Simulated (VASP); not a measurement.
Consider the following.

```
CELL_PARAMETERS angstrom
      3.96795     0.00000     0.00000
      0.00000     3.96795     0.00000
      0.00000     0.00000     3.96795
ATOMIC_POSITIONS crystal
  Ba 0.00000 0.00000 0.00000
  Ti 0.50000 0.50000 0.50000
  O  0.50000 0.00000 0.50000
  O  0.00000 0.50000 0.50000
  O  0.50000 0.50000 0.00000
```

These are r2SCAN meta-GGA, VASP's PBE PAW potentials (set 64) (plane waves; VASP 6.6.1) values and carry that method's errors. Numerical set-up: 520 eV cut-off, 6×6×6 Γ-centred mesh, Gaussian smearing of 0.050 eV, potentials Ba_sv Ti_sv O.

Unless said otherwise, spin-orbit coupling is left out, though it shifts the bands of the heavy elements here.

Q: What does the run give for the energy per atom (σ→0), pressure, band gap (on the k-mesh) with the smallest direct gap where there is one?

A: 
```yaml
band gap (on the k-mesh): 2.19 eV
smallest direct gap (on the k-mesh): 2.33 eV
energy per atom (σ→0): -14.840 eV/atom
pressure: 5.87 GPa
```

Only differences to runs with the same potentials and settings are physical.

The compound is BaTiO3 in the cubic perovskite structure, the ideal cubic form; the compound distorts at low or room temperature. This cell is one point of a volume scan, at 0.97 of the reference volume.
